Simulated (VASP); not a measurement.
The input files of a VASP run:

INCAR:
```
SYSTEM = GePt
PREC = Accurate; ENCUT = 400; LREAL = F
LASPH = T
EDIFF = 1E-6; NELM = 100; ALGO = Normal
LMAXMIX = 6; LMIXTAU = T
ISMEAR = 1; SIGMA = 0.1
METAGGA = R2SCAN
IBRION = 2; NSW = 60; ISIF = 3
EDIFFG = -0.02
LWAVE = F; LCHARG = F
```

### KPOINTS
```
Automatic mesh
0
Gamma
5 8 5
0 0 0
```

POSCAR:
```
GePt
1
    5.7458089220     0.0000000000     0.0000000000
    0.0000000000     3.6944917665     0.0000000000
    0.0000000000     0.0000000000     6.0901710221
Pt Ge
4 4
Direct
  0.5014735902   0.2500000000   0.6909415585
  0.0014735902   0.2500000000   0.8090584415
  0.4985264098   0.7500000000   0.3090584415
  0.9985264098   0.7500000000   0.1909415585
  0.6849561655   0.2500000000   0.0875758423
  0.1849561655   0.2500000000   0.4124241577
  0.3150438345   0.7500000000   0.9124241577
  0.8150438345   0.7500000000   0.5875758423
```

POTCAR, in this order: Pt Ge_d (PBE.64 set). Program: vasp_std.

Task: Write an equivalent input for Ansatz.

Result: One equivalent input (not run):
Ansatz 0.2 input:
```yaml
crystal:
  lattice:
    - [5.7458089, 0.0000000, 0.0000000]
    - [0.0000000, 3.6944918, 0.0000000]
    - [0.0000000, 0.0000000, 6.0901710]
  atoms:
    - { symbol: Pt, position: [0.5014736, 0.2500000, 0.6909416] }
    - { symbol: Pt, position: [0.0014736, 0.2500000, 0.8090584] }
    - { symbol: Pt, position: [0.4985264, 0.7500000, 0.3090584] }
    - { symbol: Pt, position: [0.9985264, 0.7500000, 0.1909416] }
    - { symbol: Ge, position: [0.6849562, 0.2500000, 0.0875758] }
    - { symbol: Ge, position: [0.1849562, 0.2500000, 0.4124242] }
    - { symbol: Ge, position: [0.3150438, 0.7500000, 0.9124242] }
    - { symbol: Ge, position: [0.8150438, 0.7500000, 0.5875758] }
kpoints:
  mp_grid: { grid: [5, 8, 5] }
hamiltonian:
  xc: r2scan
  pseudopotentials: { kind: paw }
scf:
  occupations: { method: methfessel_paxton, width: 0.1 }
  max_iter: 100
relax:
  max_steps: 60
  f_tol: 0.02
  cell: {}
output: { forces: true, stress: true, eigenvalues: true }
```
Limits of the translation: each code has its own PAW files, so the cut-off isn't converted (ENCUT is set for VASP's; basis.ecutwfc is left out, and Ansatz then takes the one that its files recommend); Ansatz stops its SCF on the density residual and VASP on the energy change (EDIFF).

The structure was generated: GePt was put into the MnP type (Pnma), which need not be its known phase. This run relaxes it. Symmetry was kept, so distortions that lower it aren't found. The start is the result of an earlier pass.
